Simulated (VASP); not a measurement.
Output of a VASP run:

File OSZICAR:
```
       N       E                     dE             d eps       ncg     rms          rms(c)
DAV:   1    -0.454664757034E+03   -0.45466E+03   -0.15271E-05   832   0.129E-02    0.333E-03
RMM:   2    -0.454664756742E+03    0.29159E-06   -0.45819E-06   545   0.540E-03    0.181E-03
RMM:   3    -0.454664756696E+03    0.46010E-07   -0.15310E-06   488   0.248E-03    0.971E-04
RMM:   4    -0.454664756731E+03   -0.34579E-07   -0.42579E-07   455   0.125E-03
   1 F= -.45466476E+03 E0= -.45466476E+03  d E =-.379977E-12  mag=     2.0000
```

**OUTCAR**
```
------------------------ aborting loop because EDIFF is reached ----------------------------------------
  FORCE on cell =-STRESS in cart. coord.  units (eV):
  Direction    XX          YY          ZZ          XY          YZ          ZX
  --------------------------------------------------------------------------------------
  Total       14.1956378     14.1910461     14.2282198     -4.3006700     -4.2009591     -4.2069591
  in kB       33.8533276     33.8423776     33.9310283    -10.2561078    -10.0183203    -10.0326289
  external PRESSURE =      33.8755778 kB  Pullay stress =       0.0000000 kB
  volume of cell :      671.84
      direct lattice vectors                 reciprocal lattice vectors
     8.758331436  0.000000000  0.000000000     0.114176999  0.000000000  0.000000000
     0.000000000  8.758331436  0.000000000     0.000000000  0.114176999  0.000000000
     0.000000000  0.000000000  8.758331436     0.000000000  0.000000000  0.114176999
 POSITION                                       TOTAL-FORCE (eV/Angst)
 -----------------------------------------------------------------------------------
      4.38743      0.01980      0.01604         0.003469      0.006771      0.001943
      6.57645      2.19724      0.00009        -0.004699      0.005313      0.000465
      6.57673      0.00395      2.19398        -0.007164      0.003734     -0.011120
      0.00981      0.00452      0.00050        -0.000211      0.014657      0.012642
      2.21118      2.19513      0.01560         0.005670      0.000141      0.000108
      4.38875      4.38409      8.75795        -0.004626     -0.008120      0.005820
      6.57592      6.58287      8.74447         0.005102      0.000156     -0.005194
      2.21298      0.02118      2.18973         0.005476      0.007062      0.005385
      6.58139      4.38988      2.11156        -0.001041     -0.005377     -0.013057
      4.39031      0.00537      4.37889        -0.005051     -0.000932     -0.004729
      6.58267      2.11518      4.38667        -0.017271      0.008624     -0.003217
      6.57647      8.74826      6.57861         0.001149     -0.001417      0.001459
      0.01664      4.38380      8.74431         0.006770      0.000535     -0.004792
      2.19697      6.57647      0.00129         0.009089     -0.005060      0.002874
      0.00650      2.19085      2.18714         0.003938      0.003676     -0.005607
      2.19642      4.38420      2.19350        -0.008576     -0.003528      0.005477
      4.38277      6.57296      2.18673        -0.001466      0.001846      0.004964
      0.01811      8.74852      4.37952        -0.003058     -0.000937     -0.002564
      2.19723      2.19864      4.37938         0.003629     -0.004067     -0.006874
      4.30811      4.39077      4.38694        -0.019663     -0.004501     -0.001964
      6.56839      6.56263      4.37219        -0.006380     -0.004765     -0.005001
      2.19764      0.00544      6.57151         0.008429      0.005799      0.002009
      4.38273      2.19078      6.56906        -0.006977      0.001040      0.008409
      6.56820      4.37650      6.55920        -0.007484     -0.008118     -0.011421
      0.00696      6.57329      2.18576         0.002607     -0.006027     -0.008166
      8.75395      4.37642      4.37200         0.000684     -0.006693     -0.004861
      2.18206      6.58415      4.37933         0.003116     -0.009278     -0.002636
      0.00731      2.18929      6.56844        -0.001869      0.008156      0.005287
      2.18172      4.38532      6.57848        -0.007980     -0.010557      0.003040
      4.38140      6.57423      6.56899        -0.003229     -0.009437     -0.005674
      0.00391      6.57026      6.56567        -0.003865     -0.006192      0.002260
      5.59696      1.00454      1.00097        -0.003437      0.004814      0.005784
      7.69697      3.29052      1.05781        -0.001279      0.004546      0.002719
      7.69735      1.06218      3.28717         0.006652     -0.011449     -0.000609
      1.10631      1.09810      1.09298         0.000955     -0.004510      0.004853
      3.19542      3.40434      1.00041         0.024678      0.001967      0.000111
      5.48183      5.50465      1.05759         0.009338      0.005382     -0.002722
      7.68063      7.65852      1.08724        -0.003249      0.000870      0.007532
      3.19932      1.00763      3.39777        -0.004219     -0.002007      0.009814
      7.66740      5.47565      3.27641         0.007588      0.011282     -0.002368
      5.48246      1.06166      5.50119         0.012833      0.000545      0.001403
      7.66782      3.28112      5.47222         0.009603     -0.009633     -0.000462
      7.68106      1.09122      7.65434        -0.008663      0.003665     -0.002832
      1.09266      5.48801      1.08749        -0.002555      0.007341      0.002929
      3.28997      7.67341      1.09346         0.004914     -0.003400     -0.000416
      1.09715      3.29036      3.28559        -0.001489      0.003779      0.005234
      3.25413      5.50519      3.28702        -0.002853      0.004095     -0.001888
      5.48247      7.66340      3.28545         0.000673     -0.000061      0.002809
      1.09390      1.09199      5.48336        -0.007424      0.001328      0.001619
      3.25374      3.29131      5.50181         0.003168      0.002181     -0.007011
      5.47315      5.47647      5.47218        -0.001471      0.008013      0.004308
      7.66839      7.65763      5.47077        -0.001491     -0.003349     -0.000151
      3.28992      1.09764      7.66997         0.002422      0.003330     -0.012643
      5.48172      3.28979      7.65950         0.004368      0.001070     -0.002482
      7.66778      5.47566      7.65366        -0.000637      0.003091     -0.006807
      1.09703      7.66293      3.28277        -0.013127     -0.005931      0.006037
...
```
(Selected blocks of OUTCAR.)

**POSCAR**
```
BC31Si31
1
    8.7583314356     0.0000000000     0.0000000000
    0.0000000000     8.7583314356     0.0000000000
    0.0000000000     0.0000000000     8.7583314356
Si C B
31 31 1
Direct
  0.5009438984   0.0022608175   0.0018310399
  0.7508790321   0.2508747849   0.0000098669
  0.7509112946   0.0004514321   0.2505015466
  0.0011199776   0.0005165866   0.0000575928
  0.2524659005   0.2506329757   0.0017814131
  0.5010938671   0.5005627035   0.9999567797
  0.7508183005   0.7516119261   0.9984170515
  0.2526710706   0.0024187946   0.2500165746
  0.7514437094   0.5012236221   0.2410921281
  0.5012719427   0.0006135458   0.4999681562
  0.7515896693   0.2415046416   0.5008573460
  0.7508810497   0.9988500560   0.7511254597
  0.0018997506   0.5005293191   0.9983994601
  0.2508436598   0.7508813494   0.0001475386
  0.0007422477   0.2501444127   0.2497211019
  0.2507810567   0.5005751477   0.2504473793
  0.5004111974   0.7504807231   0.2496740413
  0.0020672419   0.9988797580   0.5000408015
  0.2508729657   0.2510342316   0.5000241760
  0.4918874890   0.5013246234   0.5008872658
  0.7499584982   0.7493015591   0.4992039255
  0.2509196545   0.0006215292   0.7503157496
  0.5004064981   0.2501363717   0.7500351685
  0.7499378429   0.4996954986   0.7489098537
  0.0007942334   0.7505184949   0.2495640658
  0.9995001641   0.4996865975   0.4991818768
  0.2491406432   0.7517580801   0.5000187377
  0.0008348548   0.2499663473   0.7499649284
  0.2491022669   0.5007021825   0.7511107220
  0.5002550914   0.7506255944   0.7500272043
  0.0004461729   0.7501727210   0.7496484858
  0.6390444082   0.1146958698   0.1142881267
  0.8788167386   0.3757021731   0.1207779404
  0.8788600138   0.1212759548   0.3753197665
  0.1263147579   0.1253778200   0.1247932802
  0.3648428973   0.3886975181   0.1142239104
  0.6258986756   0.6285049608   0.1207520913
  0.8769509783   0.8744267016   0.1241383300
  0.3652888640   0.1150484023   0.3879466128
  0.8754406943   0.6251936005   0.3740906789
  0.6259707713   0.1212166969   0.6281093777
  0.8754885091   0.3746284159   0.6248013949
  0.8769999157   0.1245923651   0.8739501182
  0.1247561585   0.6266048782   0.1241666977
  0.3756386018   0.8761273509   0.1248476431
  0.1252688271   0.3756835297   0.3751392180
  0.3715462589   0.6285660150   0.3753015753
  0.6259716950   0.8749845535   0.3751232121
  0.1248978824   0.1246803430   0.6260738300
  0.3715025916   0.3757922019   0.6281800569
  0.6249074796   0.6252863622   0.6247969623
  0.8755536425   0.8743256741   0.6246363490
  0.3756337242   0.1253246829   0.8757338298
  0.6258860056   0.3756183211   0.8745387793
  0.8754843993   0.6251940517   0.8738723104
  0.1252559387   0.8749303310   0.3748168469
  0.1245562032   0.6252658620   0.6245802042
  0.3749555968   0.8745852706   0.6260236052
  0.1250706529   0.3755176548   0.8742404500
  0.3748210747   0.6267218014   0.8739279552
  0.6258014420   0.8747920324   0.8743004198
  0.1257404202   0.8754031486   0.8748664106
  0.6293059396   0.3790760282   0.3787075784
```

**Question.** Write an INCAR and KPOINTS that could have produced this output.

**Answer.** One answer among several that fit: the input of the run itself, PBE GGA, plane waves, VASP's PBE PAW potentials (set 64).

KPOINTS:
```
Automatic mesh
0
Gamma
1 1 1
0 0 0
```

### INCAR
```
SYSTEM  =  BC31Si31
NUPDOWN  =  2
NELMIN  =  4
SIGMA  =  0.05
PREC  =  Normal
NELECT  =  252.0
EDIFF  =  1E-6   # SCF stop (eV)
LORBIT  =  11
MAGMOM  =  63*0.0317
ENCUT  =  400   # plane-wave cut-off (eV)
LHYPERFINE  =  .True.
GGA  =  PE   # PBE
LWAVE  =  .True.
ISMEAR  =  0
ALGO  =  Fast
LREAL  =  Auto
LCHARG  =  .False.
NELM  =  100
ISPIN  =  2
ISYM  =  0
LASPH  =  .True.
```

POTCAR, in this order: Si C B (PBE.64 set). Program: vasp_gam. Read from the step before: WAVECAR.

At this cut-off the stress carries a Pulay error, which pulls relaxed volumes low. The cell is charged, with a uniform compensating background.  The supercell is sampled at Γ alone, which is coarse: total energies, pressure and levels can be off, energies of defects by several tenths of an eV.

The cell is a supercell with a defect, built from SiC (zinc blende): B_C-vac_Si, charge -1.
